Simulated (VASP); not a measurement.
Level of theory: r2SCAN meta-GGA, VASP's PBE PAW potentials (set 64) (plane waves; VASP).

VASP input:

File KPOINTS:
```
Automatic mesh
0
Gamma
14 14 8
0 0 0
```

**POSCAR**
```
Ru
1.0
  1.3550000000  -2.3469290000   0.0000000000
  1.3550000000   2.3469290000   0.0000000000
  0.0000000000   0.0000000000   4.2800000000
Ru
2
Cart
  1.3550000000   0.7823112313   1.0700000000
  1.3550000000  -0.7823112313   3.2100000000
```

**INCAR**
```
LREAL = .False.
NSW = 60
ISIF = 3   ! ions, shape and volume
ALGO = Normal   ! blocked Davidson
EDIFFG = -0.01   ! ionic stop
LCHARG = .False.
NELM = 100   ! most electronic steps
ENCUT = 520   ! plane-wave cut-off (eV)
LWAVE = .False.
LMAXMIX = 4
EDIFF = 1E-6   ! SCF stop (eV)
LASPH = .True.   ! aspherical one-centre terms
IBRION = 2   ! conjugate gradients
SYSTEM = Ru
PREC = Accurate
ISMEAR = 1   ! Methfessel-Paxton
METAGGA = R2SCAN
LMIXTAU = .True.
SIGMA = 0.1
```

POTCAR, in this order: Ru_pv (PBE.64 set). Program: vasp_std.

The resulting files:

### OSZICAR
```
       N       E                     dE             d eps       ncg     rms          rms(c)
DAV:   1     0.255968477796E+03    0.25597E+03   -0.18537E+04  4328   0.178E+03
DAV:   2    -0.542881400074E+02   -0.31026E+03   -0.30447E+03  4620   0.510E+02
DAV:   3    -0.614088271253E+02   -0.71207E+01   -0.69302E+01  4506   0.831E+01
DAV:   4    -0.614943573943E+02   -0.85530E-01   -0.85062E-01  5644   0.767E+00
DAV:   5    -0.614955572047E+02   -0.11998E-02   -0.11997E-02  4794   0.800E-01    0.226E+01
DAV:   6    -0.515627121398E+02    0.99328E+01   -0.12215E+01  4330   0.408E+01    0.180E+00
DAV:   7    -0.502207997732E+02    0.13419E+01   -0.55513E-01  4398   0.752E+00    0.823E-01
DAV:   8    -0.507702369100E+02   -0.54944E+00   -0.64943E-01  4342   0.663E+00    0.153E+00
DAV:   9    -0.507752703677E+02   -0.50335E-02   -0.11919E-02  4396   0.118E+00    0.781E-01
DAV:  10    -0.508448395850E+02   -0.69569E-01   -0.13050E-02  4340   0.135E+00    0.444E-01
DAV:  11    -0.508440218721E+02    0.81771E-03   -0.26409E-03  4548   0.528E-01    0.247E-01
DAV:  12    -0.508465898398E+02   -0.25680E-02   -0.72413E-03  4380   0.885E-01    0.120E-01
DAV:  13    -0.508487878447E+02   -0.21980E-02   -0.73522E-04  4422   0.270E-01    0.547E-02
DAV:  14    -0.508498238554E+02   -0.10360E-02   -0.70762E-04  4368   0.289E-01    0.207E-02
DAV:  15    -0.508497065624E+02    0.11729E-03   -0.85526E-05  4662   0.916E-02    0.316E-02
DAV:  16    -0.508498737940E+02   -0.16723E-03   -0.11358E-04  4406   0.103E-01    0.169E-02
DAV:  17    -0.508498913472E+02   -0.17553E-04   -0.24850E-05  4458   0.352E-02    0.861E-03
DAV:  18    -0.508498904582E+02    0.88891E-06   -0.30563E-07  2430   0.457E-03
   1 F= -.50849890E+02 E0= -.50849435E+02  d E =-.508499E+02
       N       E                     dE             d eps       ncg     rms          rms(c)
DAV:   1    -0.510153957012E+02   -0.16550E+00   -0.39779E+00  4344   0.244E+01    0.362E+00
DAV:   2    -0.508437408502E+02    0.17165E+00   -0.48471E-01  4342   0.750E+00    0.610E-01
DAV:   3    -0.508412577606E+02    0.24831E-02   -0.27289E-02  4422   0.173E+00    0.334E-01
DAV:   4    -0.508405420401E+02    0.71572E-03   -0.60647E-03  4412   0.744E-01    0.148E-01
DAV:   5    -0.508431530871E+02   -0.26110E-02   -0.20562E-03  4366   0.503E-01    0.443E-02
DAV:   6    -0.508430850222E+02    0.68065E-04   -0.58629E-04  4376   0.272E-01    0.181E-02
DAV:   7    -0.508433229481E+02   -0.23793E-03   -0.33963E-04  4360   0.208E-01    0.964E-03
DAV:   8    -0.508433909095E+02   -0.67961E-04   -0.32997E-05  5014   0.582E-02    0.614E-03
DAV:   9    -0.508433854818E+02    0.54277E-05   -0.22050E-06  4246   0.127E-02    0.740E-04
DAV:  10    -0.508433931655E+02   -0.76837E-05   -0.53998E-07  2308   0.684E-03    0.132E-03
DAV:  11    -0.508433903838E+02    0.27817E-05   -0.82103E-08  2260   0.232E-03    0.693E-04
DAV:  12    -0.508433904442E+02   -0.60378E-07   -0.47692E-08  2232   0.169E-03
   2 F= -.50843390E+02 E0= -.50843052E+02  d E =0.650001E-02
       N       E                     dE             d eps       ncg     rms          rms(c)
DAV:   1    -0.509496591957E+02   -0.10627E+00   -0.23220E+00  4338   0.188E+01    0.249E+00
DAV:   2    -0.508508137303E+02    0.98845E-01   -0.28414E-01  4338   0.569E+00    0.495E-01
DAV:   3    -0.508493368623E+02    0.14769E-02   -0.16240E-02  4412   0.133E+00    0.209E-01
DAV:   4    -0.508486870695E+02    0.64979E-03   -0.36655E-03  4394   0.592E-01    0.923E-02
DAV:   5    -0.508503266930E+02   -0.16396E-02   -0.15594E-03  4338   0.439E-01    0.315E-02
DAV:   6    -0.508504619963E+02   -0.13530E-03   -0.35462E-04  4358   0.207E-01    0.165E-02
DAV:   7    -0.508505417318E+02   -0.79736E-04   -0.16903E-04  4374   0.143E-01    0.858E-03
DAV:   8    -0.508505781372E+02   -0.36405E-04   -0.32520E-05  4570   0.618E-02    0.414E-03
DAV:   9    -0.508505871813E+02   -0.90440E-05   -0.11722E-06  3766   0.101E-02    0.506E-04
DAV:  10    -0.508505801880E+02    0.69933E-05   -0.51548E-07  2266   0.702E-03    0.894E-04
DAV:  11    -0.508505809151E+02   -0.72714E-06   -0.99056E-08  2226   0.237E-03
   3 F= -.50850581E+02 E0= -.50850150E+02  d E =-.690457E-03
       N       E                     dE             d eps       ncg     rms          rms(c)
DAV:   1    -0.508505857846E+02   -0.55966E-05   -0.98316E-05  4356   0.122E-01    0.170E-02
DAV:   2    -0.508505831157E+02    0.26689E-05   -0.12638E-05  4366   0.378E-02    0.303E-03
DAV:   3    -0.508505818821E+02    0.12337E-05   -0.61907E-07  2212   0.845E-03    0.145E-03
DAV:   4    -0.508505833918E+02   -0.15097E-05   -0.25493E-07  2196   0.421E-03    0.821E-04
DAV:   5    -0.508505818719E+02    0.15198E-05   -0.72049E-08  2198   0.259E-03    0.227E-04
DAV:   6    -0.508505826808E+02   -0.80892E-06   -0.13947E-08  2192   0.100E-03
   4 F= -.50850583E+02 E0= -.50850151E+02  d E =-.692223E-03
       N       E                     dE             d eps       ncg     rms          rms(c)
DAV:   1    -0.508523459535E+02   -0.17641E-02   -0.69806E-02  4348   0.247E+00    0.273E-01
DAV:   2    -0.508506900634E+02    0.16559E-02   -0.27512E-03  4350   0.524E-01    0.110E-01
DAV:   3    -0.508505880079E+02    0.10206E-03   -0.74991E-04  4810   0.246E-01    0.286E-02
DAV:   4    -0.508505706426E+02    0.17365E-04   -0.12567E-04  4474   0.107E-01    0.120E-02
DAV:   5    -0.508506054876E+02   -0.34845E-04   -0.59992E-05  5192   0.714E-02    0.116E-02
DAV:   6    -0.508505990221E+02    0.64655E-05   -0.11667E-05  4512   0.392E-02    0.257E-03
DAV:   7    -0.508506112744E+02   -0.12252E-04   -0.44393E-06  4486   0.202E-02    0.186E-03
DAV:   8    -0.508506074372E+02    0.38372E-05   -0.40935E-07  2276   0.698E-03    0.890E-04
DAV:   9    -0.508506098729E+02   -0.24357E-05   -0.40518E-08  2216   0.218E-03    0.151E-04
DAV:  10    -0.508506082082E+02    0.16647E-05   -0.11544E-08  2204   0.117E-03    0.794E-05
DAV:  11    -0.508506084462E+02   -0.23802E-06   -0.33076E-09  2190   0.482E-04
   5 F= -.50850608E+02 E0= -.50850209E+02  d E =-.257654E-04
       N       E                     dE             d eps       ncg     rms          rms(c)
DAV:   1    -0.508509807682E+02   -0.37256E-03   -0.13292E-02  4344   0.108E+00    0.119E-01
DAV:   2    -0.508506632682E+02    0.31750E-03   -0.52262E-04  4350   0.228E-01    0.480E-02
DAV:   3    -0.508506420528E+02    0.21215E-04   -0.14249E-04  4812   0.107E-01    0.125E-02
DAV:   4    -0.508506452692E+02   -0.32163E-05   -0.23693E-05  4474   0.463E-02    0.525E-03
DAV:   5    -0.508506460459E+02   -0.77673E-06   -0.11320E-05  5162   0.310E-02    0.503E-03
DAV:   6    -0.508506525689E+02   -0.65230E-05   -0.21025E-06  3480   0.169E-02    0.113E-03
DAV:   7    -0.508506489973E+02    0.35716E-05   -0.79457E-07  2300   0.870E-03    0.580E-04
DAV:   8    -0.508506511584E+02   -0.21611E-05   -0.13435E-07  2192   0.384E-03    0.342E-04
DAV:   9    -0.508506504380E+02    0.72046E-06   -0.14398E-08  2184   0.104E-03
   6 F= -.50850650E+02 E0= -.50850236E+02  d E =-.677571E-04
```

### OUTCAR
```
------------------------ aborting loop because EDIFF is reached ----------------------------------------
  FORCE on cell =-STRESS in cart. coord.  units (eV):
  Direction    XX          YY          ZZ          XY          YZ          ZX
  --------------------------------------------------------------------------------------
  Total        0.0018443      0.0018443      0.0032288      0.0000000      0.0000000     -0.0000000
  in kB        0.1089990      0.1089990      0.1908238      0.0000000      0.0000000     -0.0000000
  external PRESSURE =       0.1362739 kB  Pullay stress =       0.0000000 kB
  volume of cell :       27.11
      direct lattice vectors                 reciprocal lattice vectors
     1.354493509 -2.346051732 -0.000000000     0.369141673 -0.213124030  0.000000000
     1.354493509  2.346051732  0.000000000     0.369141673  0.213124030  0.000000000
    -0.000000000 -0.000000000  4.265541166     0.000000000 -0.000000000  0.234436842
 POSITION                                       TOTAL-FORCE (eV/Angst)
 -----------------------------------------------------------------------------------
      1.35449      0.78202      1.06639        -0.000000     -0.000000      0.000000
      1.35449     -0.78202      3.19916         0.000000      0.000000      0.000000
 -----------------------------------------------------------------------------------
    total drift:                               -0.000000      0.000509     -0.000045
  FREE ENERGIE OF THE ION-ELECTRON SYSTEM (eV)
  ---------------------------------------------------
  free  energy   TOTEN  =       -50.8506504380 eV

  energy  without entropy=      -50.8494068743  energy(sigma->0) =      -50.85023592

 reached required accuracy - stopping structural energy minimisation
```
(Selected blocks of OUTCAR.)

### CONTCAR
```
Ru
   1.00000000000000
     1.3544935091009636   -2.3460517318539336   -0.0000000000000000
     1.3544935091009636    2.3460517318539336    0.0000000000000000
    -0.0000000000000000   -0.0000000000000000    4.2655411664410794
  Ru
     2
Direct
     0.3333330000000032    0.6666669999999968    0.2500000000000000
     0.6666669999999968    0.3333330000000032    0.7500000000000000
```

The compound is Ru in the hcp structure. This run relaxes it. Symmetry was kept, so distortions that lower it aren't found.
